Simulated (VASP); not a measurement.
Method: RPBE GGA, VASP's PBE PAW potentials (set 64) (plane waves; VASP).

The input files of a VASP run:

POSCAR:
```
CoAl
1
    2.9008638042     0.0000000000     0.0000000000
    0.0000000000     2.9008638042     0.0000000000
    0.0000000000     0.0000000000     2.9008638042
Al Co
1 1
Direct
  0.5000000000   0.5000000000   0.5000000000
  0.0000000000   0.0000000000   0.0000000000
```

### KPOINTS
```
K-points
0
gamma
 13 13 13
```

INCAR:
```
SYSTEM  =  CoAl
PREC  =  Accurate; ENCUT  =  520; LREAL  =  .False.
LASPH  =  .True.
EDIFF  =  1E-7; NELM  =  100; ALGO  =  Normal
LMAXMIX  =  4
ISMEAR  =  1; SIGMA  =  0.1
GGA  =  RP
ISIF  =  2
LWAVE  =  .False.; LCHARG  =  .False.
```

POTCAR, in this order: Al Co (PBE.64 set). Program: vasp_std.

### Question
What will the output report for the number of irreducible k-points (NKPTS), largest plane-wave count, number of space-group operations, FFT grid (NGX, NGY, NGZ)?

### Answer

```json
{
 "number of irreducible k-points (NKPTS)": "84",
 "largest_plane_wave_count": "691",
 "number_of_space_group_operations": "48",
 "FFT grid (NGX, NGY, NGZ)": "24 × 24 × 24"
}
```

The compound is CoAl in the CsCl type structure. This cell is one point of a volume scan, at 1.03 of the reference volume. The run is not spin-polarised, so no magnetic state was tried.
